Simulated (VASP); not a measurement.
A convergence study with VASP on Ru (hcp): a few settings are varied, all else stays as given below, so the limit is that of these other settings. The cell's lengths are 1 % over those of the tabulated start and one atom is moved, so it is off equilibrium.

```
CELL_PARAMETERS angstrom
      1.36855    -2.37040     0.00000
      1.36855     2.37040     0.00000
      0.00000     0.00000     4.32280
ATOMIC_POSITIONS crystal
  Ru 0.33333 0.66667 0.25000
  Ru 0.68881 0.35547 0.75000
```

Level of theory: PBEsol GGA, VASP's PBE PAW potentials (set 64) (plane waves; VASP 6.6.1). The last row used: 550 eV cut-off, 13×13×8 Γ-centred mesh, first-order Methfessel-Paxton smearing of 0.10 eV, potentials Ru_pv.

```
setting                      E (eV/atom)  pressure (GPa)  largest force (eV/Å)  electronic steps
---------------------------  -----------  --------------  --------------------  ----------------
ALGO = Normal, EDIFF = 1E-2     -10.1284          -12.75                 0.378                 8
ALGO = Normal, EDIFF = 1E-3     -10.1280          -16.52                 0.377                 9
ALGO = Normal, EDIFF = 1E-4     -10.1280          -16.10                 0.379                10
ALGO = Normal, EDIFF = 1E-5     -10.1280          -15.80                 0.378                11
ALGO = Normal, EDIFF = 1E-6     -10.1280          -15.82                 0.378                12
ALGO = Normal, EDIFF = 1E-7     -10.1280          -15.82                 0.378                12
ALGO = Normal, EDIFF = 1E-8     -10.1280          -15.85                 0.378                14
ALGO = Normal, EDIFF = 1E-9     -10.1280          -15.85                 0.378                14
ALGO = Fast, EDIFF = 1E-2       -10.1293          -11.74                 0.377                 8
ALGO = Fast, EDIFF = 1E-3       -10.1280          -16.06                 0.377                10
ALGO = Fast, EDIFF = 1E-4       -10.1280          -16.27                 0.377                10
ALGO = Fast, EDIFF = 1E-5       -10.1280          -15.89                 0.378                12
ALGO = Fast, EDIFF = 1E-6       -10.1280          -15.81                 0.378                13
ALGO = Fast, EDIFF = 1E-7       -10.1280          -15.84                 0.378                15
ALGO = Fast, EDIFF = 1E-8       -10.1280          -15.85                 0.378                18
ALGO = Fast, EDIFF = 1E-9       -10.1280          -15.85                 0.378                18
ALGO = All, EDIFF = 1E-2        -10.1276          -15.68                 0.377                11
ALGO = All, EDIFF = 1E-3        -10.1279          -15.77                 0.379                12
ALGO = All, EDIFF = 1E-4        -10.1280          -15.88                 0.379                14
ALGO = All, EDIFF = 1E-5        -10.1280          -15.89                 0.379                15
ALGO = All, EDIFF = 1E-6        -10.1280          -15.85                 0.379                18
ALGO = All, EDIFF = 1E-7        -10.1280          -15.85                 0.378                20
ALGO = All, EDIFF = 1E-8        -10.1280          -15.85                 0.378                23
ALGO = All, EDIFF = 1E-9        -10.1280          -15.85                 0.378                23
```

Left out are rungs that failed or repeat a setting and relaxations that didn't move; long series are thinned to 24 rows.

The compound is Ru in the hcp structure. The cell was not relaxed at this level, it is distorted from the ideal structure.
